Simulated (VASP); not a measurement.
Here is the system:

```
CELL_PARAMETERS angstrom
     -1.57842     1.57842     2.47705
      1.57842    -1.57842     2.47705
      1.57842     1.57842    -2.47705
ATOMIC_POSITIONS crystal
  In 0.00000 0.00000 0.00000
```

The numbers are results of PBE GGA, VASP's PBE PAW potentials (set 64) (plane waves; VASP 6.6.1), not measurements. Settings: 500 eV cut-off, 16×16×16 Γ-centred mesh, first-order Methfessel-Paxton smearing of 0.10 eV, potentials In_d.

Energy and stress use the plane-wave basis of the starting cell.

Problem. The ions, cell shape and volume at an external pressure of 10.0 GPa are relaxed. Which structure does the run end with?

Solution. 
```
CELL_PARAMETERS angstrom
     -1.54294     1.54294     2.41450
      1.54294    -1.54294     2.41450
      1.54294     1.54294    -2.41450
ATOMIC_POSITIONS crystal
  In 0.00000 0.00000 0.00000
```
Space group I4/mmm (139), at a tolerance of 0.03 Å.

Problem. How do energy and volume change from the first to the last step?

Solution. The energy (σ→0) changes by +77.4 meV/atom and the volume by -6.9 %, in 8 ionic steps.

The compound is In in the bct structure. This run relaxes it under an external pressure of 10 GPa. Symmetry was kept, so distortions that lower it aren't found.
